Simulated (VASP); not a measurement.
These are PBEsol GGA, VASP's PBE PAW potentials (set 64) (plane waves; VASP) values and carry that method's errors.

VASP input:

**POSCAR**
```
BiSb
1.0
  2.2262950000   1.2853520000   3.9751500000
 -2.2262950000   1.2853520000   3.9751500000
  0.0000000000  -2.5707040000   3.9751500000
Sb Bi
1 1
Direct
  0.7680270000   0.7680270000   0.7680270000
  0.2319600000   0.2319600000   0.2319600000
```

File KPOINTS:
```
Automatic mesh
0
Gamma
7 7 7
0 0 0
```

INCAR:
```
SYSTEM = BiSb
PREC = Accurate
ENCUT = 400
EDIFF = 1E-6
NELM = 100
ALGO = Normal
LREAL = .FALSE.
LASPH = .TRUE.
ISMEAR = 0
SIGMA = 0.05
GGA = PS
LMAXMIX = 4
LWAVE = .FALSE.
LCHARG = .FALSE.
IBRION = 2
ISIF = 3
NSW = 60
EDIFFG = -0.01
```

POTCAR, in this order: Sb Bi_d (PBE.64 set). Program: vasp_std.

The resulting files:

**OSZICAR**
```
       N       E                     dE             d eps       ncg     rms          rms(c)
DAV:   1     0.137686232798E+03    0.13769E+03   -0.88114E+03  1232   0.118E+03
DAV:   2     0.868784764521E+00   -0.13682E+03   -0.13489E+03  1370   0.312E+02
DAV:   3    -0.867588806032E+01   -0.95447E+01   -0.94035E+01  1538   0.955E+01
DAV:   4    -0.889848754094E+01   -0.22260E+00   -0.22257E+00  1604   0.170E+01
DAV:   5    -0.890269558260E+01   -0.42080E-02   -0.42080E-02  1598   0.184E+00    0.202E+00
DAV:   6    -0.886943747417E+01    0.33258E-01   -0.10143E-01  1510   0.257E+00    0.114E+00
DAV:   7    -0.886577774754E+01    0.36597E-02   -0.17306E-02  1394   0.975E-01    0.532E-01
DAV:   8    -0.886517050903E+01    0.60724E-03   -0.25676E-03  1642   0.376E-01    0.406E-02
DAV:   9    -0.886515916104E+01    0.11348E-04   -0.19918E-04  1508   0.894E-02    0.186E-02
DAV:  10    -0.886516379554E+01   -0.46345E-05   -0.22459E-05  1358   0.520E-02    0.413E-03
DAV:  11    -0.886516379198E+01    0.35616E-08   -0.29810E-06  1088   0.104E-02
   1 F= -.88651638E+01 E0= -.88651636E+01  d E =-.886516E+01
       N       E                     dE             d eps       ncg     rms          rms(c)
DAV:   1    -0.939961293045E+01   -0.53445E+00   -0.13999E+01  1514   0.575E+01    0.381E+00
DAV:   2    -0.895803548972E+01    0.44158E+00   -0.92310E-01  1496   0.162E+01    0.155E+00
DAV:   3    -0.887607266398E+01    0.81963E-01   -0.33362E-01  1642   0.891E+00    0.197E-01
DAV:   4    -0.887694750974E+01   -0.87485E-03   -0.70724E-03  1272   0.719E-01    0.136E-01
DAV:   5    -0.887745080488E+01   -0.50330E-03   -0.19099E-03  1808   0.509E-01    0.408E-02
DAV:   6    -0.887744029107E+01    0.10514E-04   -0.11753E-04  1580   0.157E-01    0.130E-02
DAV:   7    -0.887743502045E+01    0.52706E-05   -0.22146E-05  1274   0.401E-02    0.407E-03
DAV:   8    -0.887743502640E+01   -0.59508E-08   -0.13306E-06   924   0.121E-02
   2 F= -.88774350E+01 E0= -.88774350E+01  d E =-.122712E-01
       N       E                     dE             d eps       ncg     rms          rms(c)
DAV:   1    -0.891571678822E+01   -0.38282E-01   -0.10479E+00  1520   0.170E+01    0.987E-01
DAV:   2    -0.888547642229E+01    0.30240E-01   -0.59622E-02  1502   0.418E+00    0.416E-01
DAV:   3    -0.887934061019E+01    0.61358E-02   -0.26410E-02  1672   0.248E+00    0.569E-02
DAV:   4    -0.887937285093E+01   -0.32241E-04   -0.51754E-04  1250   0.222E-01    0.355E-02
DAV:   5    -0.887937869606E+01   -0.58451E-05   -0.12944E-04  1810   0.132E-01    0.115E-02
DAV:   6    -0.887937642592E+01    0.22701E-05   -0.13356E-05  1556   0.596E-02    0.385E-03
DAV:   7    -0.887937725605E+01   -0.83012E-06   -0.16586E-06   820   0.144E-02
   3 F= -.88793773E+01 E0= -.88793772E+01  d E =-.142135E-01
       N       E                     dE             d eps       ncg     rms          rms(c)
DAV:   1    -0.889811041514E+01   -0.18734E-01   -0.17107E+00  1532   0.116E+01    0.618E-01
DAV:   2    -0.889068260522E+01    0.74278E-02   -0.67261E-02  1698   0.284E+00    0.332E-01
DAV:   3    -0.888668728696E+01    0.39953E-02   -0.15799E-02  1582   0.182E+00    0.727E-02
DAV:   4    -0.888668357807E+01    0.37089E-05   -0.10264E-03  1406   0.383E-01    0.379E-02
DAV:   5    -0.888666972032E+01    0.13858E-04   -0.77506E-05  1772   0.153E-01    0.969E-03
DAV:   6    -0.888667077704E+01   -0.10567E-05   -0.13279E-05  1352   0.357E-02    0.301E-03
DAV:   7    -0.888667072242E+01    0.54617E-07   -0.52881E-07   652   0.106E-02
   4 F= -.88866707E+01 E0= -.88866707E+01  d E =-.729347E-02
       N       E                     dE             d eps       ncg     rms          rms(c)
DAV:   1    -0.898124336674E+01   -0.94573E-01   -0.12621E+01  1472   0.301E+01    0.173E+00
DAV:   2    -0.892669114270E+01    0.54552E-01   -0.55181E-01  1660   0.779E+00    0.947E-01
DAV:   3    -0.889548191417E+01    0.31209E-01   -0.13104E-01  1526   0.524E+00    0.211E-01
DAV:   4    -0.889538355784E+01    0.98356E-04   -0.81761E-03  1394   0.110E+00    0.113E-01
DAV:   5    -0.889525462461E+01    0.12893E-03   -0.67848E-04  1794   0.391E-01    0.296E-02
DAV:   6    -0.889525816845E+01   -0.35438E-05   -0.89036E-05  1448   0.980E-02    0.829E-03
DAV:   7    -0.889525779351E+01    0.37493E-06   -0.39039E-06  1348   0.229E-02
   5 F= -.88952578E+01 E0= -.88952578E+01  d E =-.158805E-01
       N       E                     dE             d eps       ncg     rms          rms(c)
DAV:   1    -0.892250144928E+01   -0.27243E-01   -0.79507E-01  1538   0.147E+01    0.864E-01
DAV:   2    -0.889979525419E+01    0.22706E-01   -0.44994E-02  1508   0.363E+00    0.367E-01
DAV:   3    -0.889508672058E+01    0.47085E-02   -0.19984E-02  1674   0.216E+00    0.525E-02
DAV:   4    -0.889510734816E+01   -0.20628E-04   -0.38598E-04  1270   0.197E-01    0.326E-02
DAV:   5    -0.889510839634E+01   -0.10482E-05   -0.10207E-04  1806   0.129E-01    0.976E-03
DAV:   6    -0.889510705082E+01    0.13455E-05   -0.12566E-05  1538   0.585E-02    0.298E-03
DAV:   7    -0.889510737772E+01   -0.32690E-06   -0.14709E-06   640   0.162E-02
   6 F= -.88951074E+01 E0= -.88951074E+01  d E =0.150416E-03
       N       E                     dE             d eps       ncg     rms          rms(c)
DAV:   1    -0.890346650204E+01   -0.83595E-02   -0.22287E-01  1538   0.764E+00    0.465E-01
DAV:   2    -0.889692061747E+01    0.65459E-02   -0.13035E-02  1502   0.195E+00    0.195E-01
DAV:   3    -0.889560105342E+01    0.13196E-02   -0.55326E-03  1650   0.115E+00    0.275E-02
DAV:   4    -0.889561370139E+01   -0.12648E-04   -0.11275E-04  1270   0.102E-01    0.176E-02
DAV:   5    -0.889562282803E+01   -0.91266E-05   -0.28306E-05  1824   0.642E-02    0.473E-03
DAV:   6    -0.889562262414E+01    0.20389E-06   -0.23761E-06   864   0.258E-02
   7 F= -.88956226E+01 E0= -.88956226E+01  d E =-.364831E-03
       N       E                     dE             d eps       ncg     rms          rms(c)
DAV:   1    -0.889563200553E+01   -0.91775E-05   -0.27022E-04  1562   0.268E-01    0.164E-02
DAV:   2    -0.889562359960E+01    0.84059E-05   -0.16363E-05  1364   0.690E-02    0.694E-03
DAV:   3    -0.889562202680E+01    0.15728E-05   -0.67557E-06   992   0.405E-02    0.903E-04
DAV:   4    -0.889562216904E+01   -0.14224E-06   -0.26241E-07   616   0.516E-03
   8 F= -.88956222E+01 E0= -.88956222E+01  d E =-.364376E-03
       N       E                     dE             d eps       ncg     rms          rms(c)
DAV:   1    -0.889562733760E+01   -0.53108E-05   -0.17170E-04  1526   0.213E-01    0.126E-02
DAV:   2    -0.889562219618E+01    0.51414E-05   -0.96264E-06  1082   0.536E-02    0.532E-03
DAV:   3    -0.889562127643E+01    0.91975E-06   -0.42497E-06  1016   0.320E-02
   9 F= -.88956213E+01 E0= -.88956213E+01  d E =-.363483E-03
       N       E                     dE             d eps       ncg     rms          rms(c)
DAV:   1    -0.889585150002E+01   -0.22930E-03   -0.10250E-02  1346   0.842E-01    0.696E-02
DAV:   2    -0.889573628771E+01    0.11521E-03   -0.46123E-04  1498   0.291E-01    0.434E-02
DAV:   3    -0.889566750751E+01    0.68780E-04   -0.17088E-04  1724   0.219E-01    0.545E-03
DAV:   4    -0.889566942911E+01   -0.19216E-05   -0.28548E-05  1298   0.613E-02    0.306E-03
DAV:   5    -0.889566941731E+01    0.11801E-07   -0.84555E-07   646   0.179E-02
  10 F= -.88956694E+01 E0= -.88956694E+01  d E =-.481409E-04
```

File OUTCAR:
```
------------------------ aborting loop because EDIFF is reached ----------------------------------------
  FORCE on cell =-STRESS in cart. coord.  units (eV):
  Direction    XX          YY          ZZ          XY          YZ          ZX
  --------------------------------------------------------------------------------------
  Total        0.0116014      0.0116014     -0.0176140      0.0000000     -0.0000000      0.0000000
  in kB        0.2889498      0.2889498     -0.4387004      0.0000000     -0.0000000      0.0000000
  external PRESSURE =       0.0463997 kB  Pullay stress =       0.0000000 kB
  volume of cell :       64.33
      direct lattice vectors                 reciprocal lattice vectors
     2.216475622  1.279682780  3.779924408     0.225583352  0.130240611  0.088185185
    -2.216475622  1.279682780  3.779924408    -0.225583352  0.130240611  0.088185185
    -0.000000000 -2.559365560  3.779924408     0.000000000 -0.260481221  0.088185185
 POSITION                                       TOTAL-FORCE (eV/Angst)
 -----------------------------------------------------------------------------------
     -0.00000      0.00000      8.66154         0.000000      0.000000     -0.000451
     -0.00000      0.00000      2.67809        -0.000000     -0.000000      0.000451
 -----------------------------------------------------------------------------------
    total drift:                                0.000000      0.000000      0.000550
  FREE ENERGIE OF THE ION-ELECTRON SYSTEM (eV)
  ---------------------------------------------------
  free  energy   TOTEN  =        -8.8956694173 eV

  energy  without entropy=       -8.8956694173  energy(sigma->0) =       -8.89566942

 reached required accuracy - stopping structural energy minimisation
```
(Selected blocks of OUTCAR.)

**CONTCAR**
```
BiSb
   1.00000000000000
     2.2164756222226822    1.2796827798452091    3.7799244081177101
    -2.2164756222226822    1.2796827798452091    3.7799244081177101
    -0.0000000000000000   -2.5593655596904181    3.7799244081177101
  Sb              Bi
     1     1
Direct
     0.7638192933970436    0.7638192933970436    0.7638192933970436
     0.2361677066029608    0.2361677066029608    0.2361677066029608
```

Energy and stress use the plane-wave basis of the starting cell.

The structure comes from a computed database's BiSb entry (R3m); how it stands against other phases isn't given here. This run relaxes it. Symmetry was kept, so distortions that lower it aren't found.
